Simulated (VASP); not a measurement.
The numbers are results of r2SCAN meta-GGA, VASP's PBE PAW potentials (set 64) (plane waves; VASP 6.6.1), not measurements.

The input files of a VASP run:

**KPOINTS**
```
Regular mesh
0
Gamma
  10 10 10
```

### INCAR
```
SYSTEM=AgSb
LWAVE=.FALSE.
SIGMA=0.1   ! width (eV)
NELM=100
EDIFF=1E-7
ISMEAR=1
LMAXMIX=4
ISIF=2
PREC=Accurate
LMIXTAU=.TRUE.
LREAL=.FALSE.   ! projection in real space or not
LCHARG=.FALSE.
LASPH=.TRUE.   ! aspherical one-centre terms
ENCUT=480
ALGO=Normal   ! blocked Davidson
METAGGA=R2SCAN
```

POSCAR:
```
AgSb
1
   -0.0000000000     2.8663611561     2.8663611561
    2.8663611561     0.0000000000     2.8663611561
    2.8663611561     2.8663611561     0.0000000000
Sb Ag
1 1
Direct
  0.0000000000   1.0000000000   0.0000000000
  0.5000000000   0.5000000000   0.5000000000
```

POTCAR, in this order: Sb Ag (PBE.64 set). Program: vasp_std.

Unless said otherwise, spin-orbit coupling is left out, though it shifts the bands of the heavy elements here.

Estimate the energy per atom (σ→0), band gap (on the k-mesh).

```
Item                                                         Value
------------------------  ----------------------------------------
energy per atom (σ→0)                              -23.317 eV/atom
band gap (on the k-mesh)  none (metal, semimetal or under 0.01 eV)
```

**OSZICAR**
```
...
DAV:  11    -0.466339653041E+02    0.17399E-03   -0.64288E-03  1256   0.861E-01    0.611E-02
DAV:  12    -0.466352577626E+02   -0.12925E-02   -0.15929E-03  1168   0.434E-01    0.272E-02
DAV:  13    -0.466353044218E+02   -0.46659E-04   -0.76481E-05  1284   0.970E-02    0.104E-02
DAV:  14    -0.466353046534E+02   -0.23164E-06   -0.27834E-05  1180   0.621E-02    0.496E-03
DAV:  15    -0.466353142547E+02   -0.96012E-05   -0.63236E-06  1252   0.327E-02    0.335E-03
DAV:  16    -0.466353144257E+02   -0.17099E-06   -0.46194E-07  1288   0.686E-03    0.172E-03
DAV:  17    -0.466353145193E+02   -0.93630E-07   -0.89761E-08   772   0.350E-03
   1 F= -.46635315E+02 E0= -.46634560E+02  d E =-.226426E-02
```

The structure was generated: AgSb was put into the rocksalt type (Fm-3m), which need not be its known phase. It was relaxed first, which changed the volume by -17 %.
